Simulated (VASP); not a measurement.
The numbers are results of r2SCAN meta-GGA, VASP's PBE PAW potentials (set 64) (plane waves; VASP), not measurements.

Input for VASP

**POSCAR**
```
GePd
1
   -0.0000000000     2.5828458335     2.5828458335
    2.5828458335    -0.0000000000     2.5828458335
    2.5828458335     2.5828458335     0.0000000000
Ge Pd
1 1
Direct
  0.0000000000   0.0000000000   0.0000000000
  0.5000000000   0.5000000000   0.5000000000
```

File KPOINTS:
```
kpoints
0
gamma
11 11 11
```

**INCAR**
```
! general
SYSTEM  = GePd
PREC    = Accurate
ENCUT   = 400   ! plane-wave cut-off (eV)
LREAL   = F   ! projection in real space or not
LASPH   = T   ! aspherical one-centre terms

! electronic loop
EDIFF   = 1E-6
NELM    = 100
ALGO    = Normal
LMAXMIX = 4   ! l cut-off of mixed one-centre charges
LMIXTAU = T

! smearing
ISMEAR  = 1   ! Methfessel-Paxton
SIGMA   = 0.1   ! width (eV)

! functional
METAGGA = R2SCAN

! ions
IBRION  = 2
NSW     = 60
ISIF    = 3
EDIFFG  = -0.01   ! ionic stop

! output
LWAVE   = F
LCHARG  = F
```

POTCAR, in this order: Ge_d Pd (PBE.64 set). Program: vasp_std.

The run wrote:

**OSZICAR**
```
       N       E                     dE             d eps       ncg     rms          rms(c)
DAV:   1     0.102289948134E+03    0.10229E+03   -0.11356E+04  1960   0.325E+03
DAV:   2    -0.296929351702E+02   -0.13198E+03   -0.12912E+03  1904   0.520E+02
DAV:   3    -0.412558341438E+02   -0.11563E+02   -0.11544E+02  2024   0.108E+02
DAV:   4    -0.414909368161E+02   -0.23510E+00   -0.23507E+00  2176   0.150E+01
DAV:   5    -0.414970125180E+02   -0.60757E-02   -0.60757E-02  2360   0.254E+00    0.771E+00
DAV:   6    -0.369906167955E+02    0.45064E+01   -0.67781E+00  1808   0.237E+01    0.481E+00
DAV:   7    -0.369232950854E+02    0.67322E-01   -0.83530E-01  1816   0.761E+00    0.233E+00
DAV:   8    -0.369405924181E+02   -0.17297E-01   -0.23436E-01  1864   0.324E+00    0.104E+00
DAV:   9    -0.369338534028E+02    0.67390E-02   -0.55845E-02  1904   0.220E+00    0.224E-01
DAV:  10    -0.369371212422E+02   -0.32678E-02   -0.89215E-03  1896   0.812E-01    0.635E-02
DAV:  11    -0.369380579787E+02   -0.93674E-03   -0.20498E-03  1848   0.404E-01    0.608E-02
DAV:  12    -0.369382855606E+02   -0.22758E-03   -0.89612E-04  1920   0.298E-01    0.152E-02
DAV:  13    -0.369384977370E+02   -0.21218E-03   -0.12550E-04  1952   0.118E-01    0.148E-02
DAV:  14    -0.369384564261E+02    0.41311E-04   -0.20795E-05  1912   0.521E-02    0.244E-03
DAV:  15    -0.369384885368E+02   -0.32111E-04   -0.51490E-06  1936   0.255E-02    0.168E-03
DAV:  16    -0.369384788579E+02    0.96789E-05   -0.75619E-07  1464   0.113E-02    0.110E-03
DAV:  17    -0.369384842848E+02   -0.54269E-05   -0.16887E-07  1016   0.461E-03    0.312E-04
DAV:  18    -0.369384839179E+02    0.36695E-06   -0.21397E-08   992   0.151E-03
   1 F= -.36938484E+02 E0= -.36937961E+02  d E =-.369385E+02
       N       E                     dE             d eps       ncg     rms          rms(c)
DAV:   1    -0.369418257497E+02   -0.33415E-02   -0.49690E-02  1952   0.357E+00    0.381E-01
DAV:   2    -0.369390839969E+02    0.27418E-02   -0.15615E-02  1808   0.125E+00    0.163E-01
DAV:   3    -0.369387178500E+02    0.36615E-03   -0.15826E-03  2184   0.493E-01    0.853E-02
DAV:   4    -0.369385036602E+02    0.21419E-03   -0.38570E-04  2264   0.282E-01    0.229E-02
DAV:   5    -0.369385032221E+02    0.43808E-06   -0.87850E-05  2216   0.140E-01    0.958E-03
DAV:   6    -0.369384976776E+02    0.55445E-05   -0.39722E-05  1864   0.525E-02    0.311E-03
DAV:   7    -0.369385076858E+02   -0.10008E-04   -0.37658E-06  1864   0.155E-02    0.200E-03
DAV:   8    -0.369385033383E+02    0.43475E-05   -0.28022E-07   992   0.818E-03    0.534E-04
DAV:   9    -0.369385054845E+02   -0.21462E-05   -0.77949E-08   984   0.370E-03    0.128E-04
DAV:  10    -0.369385041488E+02    0.13357E-05   -0.11460E-08   936   0.136E-03    0.675E-05
DAV:  11    -0.369385052824E+02   -0.11336E-05   -0.85433E-09   952   0.123E-03    0.336E-05
DAV:  12    -0.369385046746E+02    0.60777E-06   -0.23875E-09   952   0.658E-04
   2 F= -.36938505E+02 E0= -.36937981E+02  d E =-.207567E-04
       N       E                     dE             d eps       ncg     rms          rms(c)
DAV:   1    -0.369390842195E+02   -0.57894E-03   -0.81330E-03  1960   0.145E+00    0.154E-01
DAV:   2    -0.369386315482E+02    0.45267E-03   -0.25592E-03  1808   0.507E-01    0.667E-02
DAV:   3    -0.369385539582E+02    0.77590E-04   -0.26407E-04  2144   0.200E-01    0.348E-02
DAV:   4    -0.369385301425E+02    0.23816E-04   -0.63477E-05  2264   0.115E-01    0.921E-03
DAV:   5    -0.369385187292E+02    0.11413E-04   -0.13865E-05  2192   0.556E-02    0.404E-03
DAV:   6    -0.369385322301E+02   -0.13501E-04   -0.65740E-06  1872   0.213E-02    0.140E-03
DAV:   7    -0.369385298583E+02    0.23718E-05   -0.72757E-07  1168   0.656E-03    0.725E-04
DAV:   8    -0.369385315985E+02   -0.17402E-05   -0.60808E-08   952   0.306E-03    0.273E-04
DAV:   9    -0.369385308238E+02    0.77478E-06   -0.15311E-08   928   0.157E-03
   3 F= -.36938531E+02 E0= -.36938007E+02  d E =-.469059E-04
```

**OUTCAR**
```
------------------------ aborting loop because EDIFF is reached ----------------------------------------
  FORCE on cell =-STRESS in cart. coord.  units (eV):
  Direction    XX          YY          ZZ          XY          YZ          ZX
  --------------------------------------------------------------------------------------
  Total        0.0075384      0.0075384      0.0075384      0.0000000      0.0000000      0.0000000
  in kB        0.3511692      0.3511692      0.3511692      0.0000000      0.0000000      0.0000000
  external PRESSURE =       0.3511692 kB  Pullay stress =       0.0000000 kB
  volume of cell :       34.39
      direct lattice vectors                 reciprocal lattice vectors
    -0.000000000  2.581154161  2.581154161    -0.193711793  0.193711793  0.193711793
     2.581154161  0.000000000  2.581154161     0.193711793 -0.193711793  0.193711793
     2.581154161  2.581154161 -0.000000000     0.193711793  0.193711793 -0.193711793
 POSITION                                       TOTAL-FORCE (eV/Angst)
 -----------------------------------------------------------------------------------
      0.00000      0.00000      0.00000         0.000000      0.000000      0.000000
      2.58115      2.58115      2.58115        -0.000000      0.000000     -0.000000
 -----------------------------------------------------------------------------------
    total drift:                                0.000000     -0.000000     -0.000000
  FREE ENERGIE OF THE ION-ELECTRON SYSTEM (eV)
  ---------------------------------------------------
  free  energy   TOTEN  =       -36.9385308238 eV

  energy  without entropy=      -36.9369607359  energy(sigma->0) =      -36.93800746

 reached required accuracy - stopping structural energy minimisation
```
(Selected blocks of OUTCAR.)

File CONTCAR:
```
GePd
   1.00000000000000
    -0.0000000000000000    2.5811541606516024    2.5811541606516024
     2.5811541606516024    0.0000000000000000    2.5811541606516024
     2.5811541606516024    2.5811541606516024   -0.0000000000000000
  Ge              Pd
     1     1
Direct
     0.0000000000000000    0.0000000000000000    0.0000000000000000
     0.5000000000000000    0.5000000000000000    0.5000000000000000
```

The structure was generated: GePd was put into the rocksalt type (Fm-3m), which need not be its known phase. This run relaxes it. Symmetry was kept, so distortions that lower it aren't found. The start is the result of an earlier pass.
